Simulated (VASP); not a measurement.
Calculation: optB88-vdW, VASP's PBE PAW potentials (set 64) (plane waves; VASP 6.6.1).

VASP ran on this input.

### POSCAR
```
CsPbCl3
1
    5.6529347119     0.0000000000     0.0000000000
   -0.0000000000     5.6529347119    -0.0000000000
    0.0000000000    -0.0000000000     5.6529347119
Cs Pb Cl
1 1 3
Direct
  0.0000000000   0.0000000000   0.0000000000
  0.5000000000   0.5000000000   0.5000000000
  0.5000000000   0.0000000000   0.5000000000
  0.0000000000   0.5000000000   0.5000000000
  0.5000000000   0.5000000000   0.0000000000
```

### INCAR
```
PREC=Accurate
AGGAC=0.0
LCHARG=F
ISIF=3
LREAL=F   # projection in real space or not
PARAM2=0.22
IBRION=2   # conjugate gradients
LASPH=T
LWAVE=F
SYSTEM=CsPbCl3
SIGMA=0.05   # width (eV)
NSW=60   # most ionic steps
EDIFF=1E-6   # SCF stop (eV)
PARAM1=0.1833333333
ALGO=Normal
LUSE_VDW=T
LMAXMIX=4   # l cut-off of mixed one-centre charges
ISMEAR=0   # Gaussian
NELM=100
ENCUT=520   # plane-wave cut-off (eV)
GGA=BO
EDIFFG=-0.02
```

**KPOINTS**
```
Automatic
0
G
4 4 4
```

POTCAR, in this order: Cs_sv Pb_d Cl (PBE.64 set). Program: vasp_std.

Unless said otherwise, spin-orbit coupling is left out, though it shifts the bands of the heavy elements here.

### Question
What does the run give for the energy per atom (σ→0), band gap (on the k-mesh)?

### Answer

```
Property                           Value
------------------------  --------------
energy per atom (σ→0)     -1.328 eV/atom
band gap (on the k-mesh)         2.09 eV
```

**OSZICAR**
```
...
DAV:   8    -0.664306222999E+01   -0.82965E-02   -0.95920E-02   762   0.263E+00    0.328E-01
DAV:   9    -0.663937282263E+01    0.36894E-02   -0.28006E-02   750   0.129E+00    0.120E-01
DAV:  10    -0.663983211717E+01   -0.45929E-03   -0.24994E-03   614   0.329E-01    0.406E-02
DAV:  11    -0.663989960309E+01   -0.67486E-04   -0.14711E-04   658   0.103E-01    0.172E-02
DAV:  12    -0.663990451118E+01   -0.49081E-05   -0.25678E-05   686   0.646E-02    0.109E-02
DAV:  13    -0.663990288006E+01    0.16311E-05   -0.76972E-06   688   0.159E-02    0.283E-03
DAV:  14    -0.663990308405E+01   -0.20399E-06   -0.77556E-07   382   0.807E-03
   1 F= -.66399031E+01 E0= -.66399031E+01  d E =-.663990E+01
```

The compound is CsPbCl3 in the cubic perovskite structure, the ideal cubic form; the compound distorts at low or room temperature. It was relaxed first. The start is the result of an earlier pass.
